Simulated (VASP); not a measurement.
OSZICAR of a VASP run on KI (rock salt):

### OSZICAR
```
       N       E                     dE             d eps       ncg     rms          rms(c)
DAV:   1     0.930014263468E+02    0.93001E+02   -0.66737E+03   384   0.114E+03
DAV:   2     0.139148426598E+00   -0.92862E+02   -0.88051E+02   476   0.251E+02
DAV:   3    -0.531872636615E+01   -0.54579E+01   -0.54388E+01   516   0.566E+01
DAV:   4    -0.563732472361E+01   -0.31860E+00   -0.31829E+00   692   0.110E+01
DAV:   5    -0.563812283918E+01   -0.79812E-03   -0.79809E-03   520   0.632E-01    0.304E+00
DAV:   6    -0.555516443390E+01    0.82958E-01   -0.12121E-01   480   0.220E+00    0.219E+00
DAV:   7    -0.555099978070E+01    0.41647E-02   -0.13382E-01   472   0.210E+00    0.806E-01
DAV:   8    -0.555635269041E+01   -0.53529E-02   -0.14844E-02   488   0.904E-01    0.109E-01
DAV:   9    -0.555680213016E+01   -0.44944E-03   -0.97752E-04   504   0.205E-01    0.675E-02
DAV:  10    -0.555701619651E+01   -0.21407E-03   -0.21619E-04   448   0.104E-01    0.216E-02
DAV:  11    -0.555703335318E+01   -0.17157E-04   -0.36338E-05   484   0.378E-02    0.120E-02
DAV:  12    -0.555703452453E+01   -0.11714E-05   -0.49478E-06   460   0.180E-02    0.118E-02
DAV:  13    -0.555703492980E+01   -0.40527E-06   -0.10302E-06   368   0.692E-03
   1 F= -.55570349E+01 E0= -.55570349E+01  d E =-.555703E+01
       N       E                     dE             d eps       ncg     rms          rms(c)
DAV:   1    -0.561303316237E+01   -0.55999E-01   -0.11252E+00   456   0.100E+01    0.153E+00
DAV:   2    -0.557429731631E+01    0.38736E-01   -0.91927E-02   520   0.275E+00    0.597E-01
DAV:   3    -0.556254077601E+01    0.11757E-01   -0.31980E-02   684   0.139E+00    0.482E-01
DAV:   4    -0.556270927324E+01   -0.16850E-03   -0.67555E-04   684   0.160E-01    0.204E-01
DAV:   5    -0.556270857466E+01    0.69858E-06   -0.12863E-03   724   0.201E-01    0.354E-02
DAV:   6    -0.556270308855E+01    0.54861E-05   -0.87257E-06   544   0.280E-02    0.202E-02
DAV:   7    -0.556270158620E+01    0.15024E-05   -0.62748E-06   636   0.172E-02    0.220E-03
DAV:   8    -0.556270141258E+01    0.17362E-06   -0.20638E-07   300   0.507E-03
   2 F= -.55627014E+01 E0= -.55627014E+01  d E =-.566648E-02
       N       E                     dE             d eps       ncg     rms          rms(c)
DAV:   1    -0.565581462945E+01   -0.93113E-01   -0.20301E+00   444   0.134E+01    0.211E+00
DAV:   2    -0.558568796507E+01    0.70127E-01   -0.16740E-01   516   0.366E+00    0.804E-01
DAV:   3    -0.556450057631E+01    0.21187E-01   -0.55322E-02   684   0.182E+00    0.653E-01
DAV:   4    -0.556468841535E+01   -0.18784E-03   -0.14051E-03   680   0.201E-01    0.283E-01
DAV:   5    -0.556470267561E+01   -0.14260E-04   -0.23692E-03   724   0.272E-01    0.499E-02
DAV:   6    -0.556469115923E+01    0.11516E-04   -0.18206E-05   560   0.388E-02    0.278E-02
DAV:   7    -0.556468895081E+01    0.22084E-05   -0.11337E-05   680   0.227E-02    0.356E-03
DAV:   8    -0.556468878569E+01    0.16511E-06   -0.36212E-07   312   0.627E-03
   3 F= -.55646888E+01 E0= -.55646888E+01  d E =-.765386E-02
       N       E                     dE             d eps       ncg     rms          rms(c)
DAV:   1    -0.556736834343E+01   -0.26794E-02   -0.57499E-02   460   0.224E+00    0.324E-01
DAV:   2    -0.556534307936E+01    0.20253E-02   -0.46386E-03   500   0.620E-01    0.129E-01
DAV:   3    -0.556475292386E+01    0.59016E-03   -0.17757E-03   668   0.329E-01    0.102E-01
DAV:   4    -0.556477626357E+01   -0.23340E-04   -0.48735E-05   624   0.502E-02    0.398E-02
DAV:   5    -0.556478403963E+01   -0.77761E-05   -0.58203E-05   720   0.431E-02    0.811E-03
DAV:   6    -0.556478435240E+01   -0.31277E-06   -0.35607E-07   308   0.638E-03
   4 F= -.55647844E+01 E0= -.55647844E+01  d E =-.774942E-02
```

Q: Which electronic solver shows in the log?

A: It is blocked Davidson (ALGO = Normal, or the opening steps of other solvers). The INCAR had ALGO = Normal.

Q: Can the final energy be trusted as converged?

A: The calculation finished and met its thresholds. It stopped with EDIFF = 1E-6, NELM = 100, NSW = 60 and EDIFFG = -0.01 after 4 ionic steps (PBE GGA, plane waves, VASP's PBE PAW potentials (set 64)). Energy and stress use the plane-wave basis of the starting cell.

The compound is KI in the rock salt structure. This run relaxes it. Symmetry was kept, so distortions that lower it aren't found.
